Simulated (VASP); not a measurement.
H20SO12: single point with PBE

H20SO12:

```
O H S
1.0
     7.20483    0.00000    0.00000
     0.00000    7.20483    0.00000
     0.00000    0.00000    7.20483
O H S
12 20 1
Direct
  0.36956 0.88373 0.01501
  0.50541 0.01540 0.36491
  0.76940 0.14822 0.63899
  0.90238 0.77209 0.36112
  0.29577 0.16618 0.80417
  0.58486 0.62132 0.26786
  0.19023 0.52760 0.30965
  0.59883 0.61109 0.73591
  0.62254 0.31099 0.07123
  0.12756 0.21220 0.50107
  0.01935 0.83566 0.75108
  0.12453 0.55321 0.92385
  0.33527 0.99733 0.92750
  0.45374 0.79226 0.95397
  0.39979 0.02694 0.44957
  0.46759 0.92467 0.27087
  0.84417 0.03867 0.67571
  0.68886 0.11226 0.53881
  0.77595 0.73948 0.31515
  0.89629 0.81379 0.48987
  0.21606 0.17155 0.68716
  0.28206 0.28585 0.86359
  0.60107 0.53557 0.16270
  0.44689 0.64042 0.26826
  0.20285 0.53553 0.17329
  0.09936 0.62015 0.34648
  0.57750 0.59677 0.59588
  0.57928 0.47528 0.76753
  0.68139 0.24860 0.96949
  0.52499 0.21000 0.10865
  0.14812 0.33121 0.43125
  0.99300 0.20073 0.50390
  0.04869 0.74239 0.92828
```

The cell was built by a generator and needn't be a form met in nature.

| Property | Result |
| --- | --- |
| Program | VASP 6.6.1 |
| Task | single point |
| Functional | PBE |
| Potentials or basis | VASP PAW PBE potentials, release 64 (O, H, S) |
| Cutoff | 520 eV |
| k mesh | 1 × 1 × 1 |
| Occupations | fermi-dirac, width 0.05 eV |
| Spin | no spin polarisation |
| Dipole correction | no |
| Further INCAR settings | LREAL = Auto; ALGO = Normal; EDIFF = 1e-06; NBANDS = 71 |

```json
{"Pressure": "-0.8 GPa", "Largest force": "2.933 eV/Å", "Band gap on the k mesh": "2.56 eV, direct"}
```

Forces in eV/Å, atoms in the order of the input:
```
O   -0.281 -0.011 -0.483
O   -0.135  0.210  0.459
O    1.142  0.046  0.983
O    0.562  0.166 -0.214
O    0.244 -0.397  0.300
O   -1.353  0.329 -0.291
O    1.284 -0.471 -0.395
O   -0.734 -2.093 -1.718
O   -2.220 -1.755  0.771
O    0.210  0.321 -0.633
O   -0.059 -0.280 -0.024
O   -0.225  0.474 -0.301
H    0.585 -0.786  0.220
H   -0.509  0.826 -0.211
H   -0.051  0.095 -0.322
H    0.010  0.212 -0.135
H   -0.652  0.474 -0.163
H   -0.631 -0.621 -0.738
H    0.120 -0.011  0.551
H   -0.167 -0.224 -0.217
H    0.107  0.344  0.012
H   -0.146  0.202  0.045
H    0.271 -0.491  0.276
H    0.925 -0.225  0.407
H   -0.539 -0.254  0.570
H   -1.000  0.706 -0.043
H    0.394  0.671  1.644
H    0.348  1.470  0.125
H    0.633 -0.212 -0.900
H    1.743  1.821 -0.089
H    0.296 -0.294  0.092
H   -0.540 -0.142  0.283
S    0.367 -0.101  0.136
```

Stress tensor (GPa, compression positive):
```
-0.46  0.06 -0.07
 0.06 -1.37  0.79
-0.07  0.79 -0.64
```

Levels at points of the mesh, in eV from the valence-band top:
```csv
k point,band 45,band 46,band 47,band 48,band 49,band 50,band 51,band 52,band 53,band 54
"(0.00, 0.00, 0.00)",-0.51,-0.40,-0.33,-0.19,0.00,2.56,4.81,6.78,7.06,7.50
```

Wall time 49 s on 1 thread of AMD EPYC 7R13 Processor (Zen 3), with other jobs on the host, peak memory 0.34 GiB.

PBE gaps usually lie below the measured ones, often by a third to a half.
